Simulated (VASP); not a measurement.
Input of a VASP 6.6.1 run:

File INCAR:

```
SYSTEM = SnSe2
ALGO = Normal ; EDIFF = 1E-7
EDIFFG = -0.005 ; ENCUT = 600
GGA = PE ; IBRION = 2
ISIF = 3 ; ISMEAR = 0
IVDW = 12 ; LASPH = .True.
LCHARG = .False. ; LREAL = .False.
LWAVE = .False. ; NELM = 80
NSW = 90 ; PREC = Accurate
PSTRESS = 100.0 ; SIGMA = 0.03
```

File KPOINTS:

```
k-points
0
Gamma
  9 9 5
  0 0 0
```

File POSCAR:

```
SnSe2                                   
1.0
    3.7390007217     -0.0000000000      0.0000000000
   -1.8695003609      3.2380696097     -0.0000000000
   -0.0000000000     -0.0000000000      5.3119580793
  Sn              Se            
     1     2
Direct
     0.0000000000000000    0.0000000000000000    0.0000000000000000
     0.3333333332999970    0.6666666667000030    0.2994872620410620
     0.6666666667000030    0.3333333332999970    0.7005127379589379
```

Potentials or basis: VASP PAW PBE potentials, release 64 (Sn_d, Se).

Command:

```console
$ cat potpaw_PBE.64/Sn_d/POTCAR potpaw_PBE.64/Se/POTCAR > POTCAR
$ mpirun -np 1 vasp_std > vasp.out
```

(1) Estimate the space group after relaxing (to 0.05 Å).

(2) What does it give for the relaxed volume?

(3) What does it give for the band gap on the k mesh?

## Answers

(1) P-3m1 (No. 164).

(2) 21.45 Å³/atom.

(3) none (metal or under the smearing width).

Caveat: the cell is relaxed towards a set pressure, so the enthalpy falls and the energy may rise; pairwise dispersion overbinds metals, which lowers pressure and volume.
